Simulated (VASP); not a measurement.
# AlN: GW quasiparticle gap, part 3 of 3

Wanted: how far GW moves the Kohn-Sham levels of AlN. The cell is of the zinc-blende type, one of the forms listed for this formula. The start is a computed cell from the Materials Project.

VASP 6.6.1, plane waves and PAW; the level of theory is named at each step.

So far, quasiparticle gap on the mesh (eV): step 4 (G0W0, ENCUTGW 100, bands in the sums 48) 4.45; step 6 (G0W0, ENCUTGW 140, bands in the sums 80) 4.60.

## Step 8: G0W0, ENCUTGW 180, bands in the sums 120

This step: G0W0 on PBE; plane waves and PAW (Al_GW, N_GW) (VASP 6.6.1).

ENCUTGW rises to 180 eV and the bands with it, to about the number of plane waves under that cutoff.

File INCAR:

```
SYSTEM = AlN
PREC = Accurate
ENCUT = 450
ISMEAR = 0
SIGMA = 0.01
LREAL = .FALSE.
GGA = PE
NBANDS = 120
ALGO = EVGW0
NELMGW = 1
ENCUTGW = 180
NOMEGA = 48
PRECFOCK = Fast
NBANDSGW = 16
LWAVE = .FALSE.
LCHARG = .FALSE.
```

File POSCAR:

```
AlN
1.0
    0.0000000000      2.1839935596      2.1839935596
    2.1839935596      0.0000000000      2.1839935596
    2.1839935596      2.1839935596      0.0000000000
Al N
1 1
Direct
    0.0000000000      0.0000000000      0.0000000000
    0.7500000000      0.7500000000      0.7500000000
```

File KPOINTS:

```
Automatic mesh
0
Gamma
6 6 6
0 0 0
```

Potentials, in the order of the species: Al_GW and N_GW (PBE family, release 64).

The run is started by

```sh
$ mpirun -np 8 vasp_std
```

The log of the run:

```text
[banner, memory and clock lines left out]
running    8 mpi-ranks, on    1 nodes
[...]
[... a notice as in an earlier step ...]

|                                                                             |
|           W    W    AA    RRRRR   N    N  II  N    N   GGGG   !!!           |
|           W    W   A  A   R    R  NN   N  II  NN   N  G    G  !!!           |
|           W    W  A    A  R    R  N N  N  II  N N  N  G       !!!           |
|           W WW W  AAAAAA  RRRRR   N  N N  II  N  N N  G  GGG   !            |
|           WW  WW  A    A  R   R   N   NN  II  N   NN  G    G                |
|           W    W  A    A  R    R  N    N  II  N    N   GGGG   !!!           |
|                                                                             |
|     The default for ENCUTGWSOFT is different in this version of VASP.       |
|     please manually set ENCUTGWSOFT =180 in the INCAR file.                 |
|                                                                             |

[...]
total number of BLAS operations        746.26 Gflops
NQ=  12   -0.3333    0.3333    0.0000,
|.........|.........|.........|.........|.........|.........|.........|.........
 performed       7655000 updates of chi_q(r,r)
 total number of BLAS operations        824.88 Gflops
NQ=  13    0.5000    0.5000    0.0000,
|.........|.........|.........|.........|.........|.........|.........|.........
 performed       8032000 updates of chi_q(r,r)
 total number of BLAS operations        865.48 Gflops
NQ=  14    0.5000    0.3333    0.1667,
|.........|.........|.........|.........|.........|.........|.........|.........
 performed       9000000 updates of chi_q(r,r)
 total number of BLAS operations        959.22 Gflops
NQ=  15   -0.3333    0.3333    0.1667,
|.........|.........|.........|.........|.........|.........|.........|.........
 performed       9907000 updates of chi_q(r,r)
 total number of BLAS operations       1050.24 Gflops
NQ=  16   -0.3333    0.5000    0.1667,
|.........|.........|.........|.........|.........|.........|.........|.........
 performed      10641000 updates of chi_q(r,r)
 total number of BLAS operations       1123.92 Gflops
 resolving degeneracies of screened two electron integrals

 calculate QP shifts <psi_nk| G(iteration)W_0 |psi_nk>: iteration 1
 entering main loop
[key lines of the parts left out:]
E-fermi :   6.6098
```

Run time: 26 s. Hardware: 8 MPI ranks of Intel Xeon 6975P-C (Granite Rapids), shared host; peak memory 1.5 GiB.

Parts of OUTCAR (step 8):

```text
 QP shifts <psi_nk| G(iteration)W_0 |psi_nk>: iteration 1
 for sc-GW calculations column KS-energies equals QP-energies in previous step
 and V_xc(KS)=  KS-energies - (<T + V_ion + V_H > + <T+V_H+V_ion>^1  + <V_x>^1)
 k-point   1 :       0.0000    0.0000    0.0000
  band No.  KS-energies  QP-energies   sigma(KS)   V_xc(KS)     V^pw_x(r,r')   Z            occupation Imag(sigma)
      1     -10.0369     -11.6190     -16.9753     -14.7944     -24.7739       0.7254       2.0000       1.2678
      2       4.9525       3.9849     -18.0079     -16.7599     -20.7766       0.7753       2.0000       0.0761
      3       4.9525       3.9849     -18.0079     -16.7599     -20.7766       0.7753       2.0000       0.0761
      4       4.9525       3.9849     -18.0079     -16.7599     -20.7766       0.7753       2.0000       0.0761
      5       9.1393       9.8091     -11.6755     -12.5058      -7.8648       0.8068       0.0000      -0.0688
      6      17.5014      18.4251      -9.1217     -10.2759      -4.0489       0.8003       0.0000      -0.1218
      7      17.5014      18.4251      -9.1217     -10.2759      -4.0489       0.8003       0.0000      -0.1218
      8      17.5014      18.4251      -9.1217     -10.2759      -4.0489       0.8003       0.0000      -0.1218
    ...

[... 1 part as in an earlier step ...]

[... 2 further parts left out ...]
[key lines of the parts left out:]
E-fermi :   6.6098
```

The gap is now 4.704 eV, +105 meV against the GW run before.

## Step 9: Empty bands

This step: PBE; plane waves and PAW (Al_GW, N_GW) (VASP 6.6.1).

The empty bands are made again, for the run that follows.

File INCAR:

```
SYSTEM = AlN
PREC = Accurate
ENCUT = 450
ISMEAR = 0
SIGMA = 0.01
LREAL = .FALSE.
GGA = PE
NBANDS = 160
ALGO = Exact
NELM = 1
LWAVE = .TRUE.
LCHARG = .FALSE.
LOPTICS = .TRUE.
NEDOS = 1000
CSHIFT = 0.1
```

POSCAR is that of step 8.

KPOINTS is that of step 8.

The run is started by

```sh
$ mpirun -np 8 vasp_std
```

The log of the run:

```text
[banner, memory and clock lines left out]
running    8 mpi-ranks, on    1 nodes
[...]
[... a notice as in an earlier step ...]

 LDA part: xc-table for (Slater+PW92), standard interpolation
 found WAVECAR, reading the header
  number of bands has changed, file:    10 present:   160
  trying to continue reading WAVECAR, but it might fail
 POSCAR, INCAR and KPOINTS ok, starting setup
[...]
reading WAVECAR
 random initialization beyond band           10
 the WAVECAR file was read successfully
 initial charge from wavefunction
 entering main loop
       N       E                     dE             d eps       ncg     rms          rms(c)
[... 1 cycle as in an earlier step ...]
   1 F= -.14861125E+02 E0= -.14861125E+02  d E =-.186581E-29
 writing wavefunctions
 optical routines
 imaginary and real dielectric function
 recalculating local potential from charge density
 direction            1
 direction            2
 direction            3
```

The job ended after 1.8 s (8 MPI ranks; peak memory 0.89 GiB; 9.5 s of CPU time).

OUTCAR, selected parts (step 9):

```text
  Total        0.3167673      0.3167673      0.3167673      0.0000000      0.0000000      0.0000000
  in kB       24.3594125     24.3594125     24.3594125      0.0000000      0.0000000      0.0000000
  external PRESSURE =      24.3594125 kB  Pullay stress =       0.0000000 kB

[... 4 parts as in an earlier step ...]

[... 2 further parts left out ...]
[key lines of the parts left out:]
E-fermi :   5.0293
```

WAVECAR now holds 160 bands for 8 electrons.

## Step 10: G0W0, ENCUTGW 220, bands in the sums 160

This step: G0W0 on PBE; plane waves and PAW (Al_GW, N_GW) (VASP 6.6.1).

ENCUTGW rises to 220 eV and the bands with it, to about the number of plane waves under that cutoff.

File INCAR:

```
SYSTEM = AlN
PREC = Accurate
ENCUT = 450
ISMEAR = 0
SIGMA = 0.01
LREAL = .FALSE.
GGA = PE
NBANDS = 160
ALGO = EVGW0
NELMGW = 1
ENCUTGW = 220
NOMEGA = 48
PRECFOCK = Fast
NBANDSGW = 16
LWAVE = .FALSE.
LCHARG = .FALSE.
```

POSCAR is that of step 9.

KPOINTS is that of step 9.

The run is started by

```sh
$ mpirun -np 8 vasp_std
```

The log of the run:

```text
[banner, memory and clock lines left out]
running    8 mpi-ranks, on    1 nodes
[...]
[... a notice as in an earlier step ...]

|                                                                             |
|           W    W    AA    RRRRR   N    N  II  N    N   GGGG   !!!           |
|           W    W   A  A   R    R  NN   N  II  NN   N  G    G  !!!           |
|           W    W  A    A  R    R  N N  N  II  N N  N  G       !!!           |
|           W WW W  AAAAAA  RRRRR   N  N N  II  N  N N  G  GGG   !            |
|           WW  WW  A    A  R   R   N   NN  II  N   NN  G    G                |
|           W    W  A    A  R    R  N    N  II  N    N   GGGG   !!!           |
|                                                                             |
|     The default for ENCUTGWSOFT is different in this version of VASP.       |
|     please manually set ENCUTGWSOFT =220 in the INCAR file.                 |
|                                                                             |

[...]
total number of BLAS operations       1789.82 Gflops
NQ=  12   -0.3333    0.3333    0.0000,
|.........|.........|.........|.........|.........|.........|.........|.........
 performed      10231000 updates of chi_q(r,r)
 total number of BLAS operations       1999.85 Gflops
NQ=  13    0.5000    0.5000    0.0000,
|.........|.........|.........|.........|.........|.........|.........|.........
 performed      10736000 updates of chi_q(r,r)
 total number of BLAS operations       2090.77 Gflops
NQ=  14    0.5000    0.3333    0.1667,
|.........|.........|.........|.........|.........|.........|.........|.........
 performed      12029000 updates of chi_q(r,r)
 total number of BLAS operations       2323.61 Gflops
NQ=  15   -0.3333    0.3333    0.1667,
|.........|.........|.........|.........|.........|.........|.........|.........
 performed      13240000 updates of chi_q(r,r)
 total number of BLAS operations       2559.50 Gflops
NQ=  16   -0.3333    0.5000    0.1667,
|.........|.........|.........|.........|.........|.........|.........|.........
 performed      14221000 updates of chi_q(r,r)
 total number of BLAS operations       2755.47 Gflops
 resolving degeneracies of screened two electron integrals

 calculate QP shifts <psi_nk| G(iteration)W_0 |psi_nk>: iteration 1
 entering main loop
[key lines of the parts left out:]
E-fermi :   6.6098
```

Run time: 36 s. Hardware: 8 MPI ranks; peak memory 1.7 GiB; 4.7 min of CPU time.

From OUTCAR (step 10):

```text
 QP shifts <psi_nk| G(iteration)W_0 |psi_nk>: iteration 1
 for sc-GW calculations column KS-energies equals QP-energies in previous step
 and V_xc(KS)=  KS-energies - (<T + V_ion + V_H > + <T+V_H+V_ion>^1  + <V_x>^1)
 k-point   1 :       0.0000    0.0000    0.0000
  band No.  KS-energies  QP-energies   sigma(KS)   V_xc(KS)     V^pw_x(r,r')   Z            occupation Imag(sigma)
      1     -10.0369     -11.6894     -17.0762     -14.7944     -24.7739       0.7242       2.0000       1.2510
      2       4.9525       3.8969     -18.1241     -16.7599     -20.7766       0.7738       2.0000       0.0477
      3       4.9525       3.8969     -18.1241     -16.7599     -20.7766       0.7738       2.0000       0.0477
      4       4.9525       3.8969     -18.1241     -16.7599     -20.7766       0.7738       2.0000       0.0477
      5       9.1393       9.7467     -11.7521     -12.5058      -7.8648       0.8059       0.0000      -0.0891
      6      17.5014      18.3987      -9.1540     -10.2759      -4.0489       0.7998       0.0000      -0.1339
      7      17.5014      18.3987      -9.1540     -10.2759      -4.0489       0.7998       0.0000      -0.1339
      8      17.5014      18.3987      -9.1540     -10.2759      -4.0489       0.7998       0.0000      -0.1339
    ...

[... 1 part as in an earlier step ...]

[... 2 further parts left out ...]
[key lines of the parts left out:]
E-fermi :   6.6098
```

The gap is now 4.772 eV, +68 meV against the GW run before.

## Step 11: Summary

This step: GW series: G0W0 on PBE; plane waves and PAW (VASP 6.6.1).

This step runs nothing: it gathers the runs above.

Numbers from this step:

| Item | Value |
| --- | --- |
| gap extrapolated to a complete basis | 4.948 eV |
| direct gap extrapolated to a complete basis | 5.939 eV |

Cost is wall time times ranks on a shared host, with the step that makes the empty bands. GW runs:

| level | bands | ENCUTGW (eV) | NOMEGA | k mesh | starting gap (eV) | quasiparticle gap (eV) | direct gap (eV) | cost (core minutes) |
| --- | --- | --- | --- | --- | --- | --- | --- | --- |
| G0W0 | 48 | 100 | 48 | 6x6x6 | 3.315 | 4.451 | 5.651 | 1.92 |
| G0W0 | 80 | 140 | 48 | 6x6x6 | 3.315 | 4.599 | 5.766 | 2.67 |
| G0W0 | 120 | 180 | 48 | 6x6x6 | 3.315 | 4.705 | 5.824 | 3.68 |
| G0W0 | 160 | 220 | 48 | 6x6x6 | 3.315 | 4.772 | 5.85 | 5.04 |

## Step 12: Results

| Property | Result |
| --- | --- |
| G0W0 on PBE, 160 bands, ENCUTGW 220 eV, NOMEGA 48, mesh 6×6×6 | 3.315 → 4.772 eV |
| G0W0 on PBE, 48 bands, ENCUTGW 100 eV, NOMEGA 48, mesh 6×6×6 | 3.315 → 4.451 eV |
| gap at a complete basis (linear in ENCUTGW^-3/2) | 4.95 eV |

In words: G0W0 gives a quasiparticle gap of 4.772 eV on the mesh, 1.46 eV over the PBE gap on the same mesh. On mesh and path the starting valence top lies at Γ, or a path point next to it and level with it, and the conduction bottom at (0.5, 0.5, 0), so the starting gap is indirect. At the starting level the gap on the GW mesh lies within 20 meV of that on the path. The steps of the series move the gap by +148, +105, +68 meV; the last costs 1.4 times the one before. The last step lies outside a tolerance of 30 meV, picked for this account, and the last two together move the gap by +173 meV. Extrapolated from the last three points to a complete basis, the gap is 4.95 eV, +175 meV from the dearest run. The extrapolation removes the error of the response basis alone, at this mesh, ENCUT and data set. Not tabulated here, as repeats of values shown or as unfit to read for their mesh, reference level or band range: eps2 curves (empty bands); eps1 curves and static values (empty bands); gaps (empty bands).

[Lines on the potential files, build, host, timing and source positions are cut from VASP's logs without a mark.]

[Logs are printed without paths, hosts, clocks, repeated set-up lines and the standing remarks that a program may print on its own settings, such as how far it seeks lower states.]

[Hosts, paths, dates, database ids (printed as entryN), source tags and the programs' standing remarks are cut or masked in the printed files.]

[Pressures printed for these runs are not shown converged in the cutoff: they can be off by several GPa and have the wrong sign.]
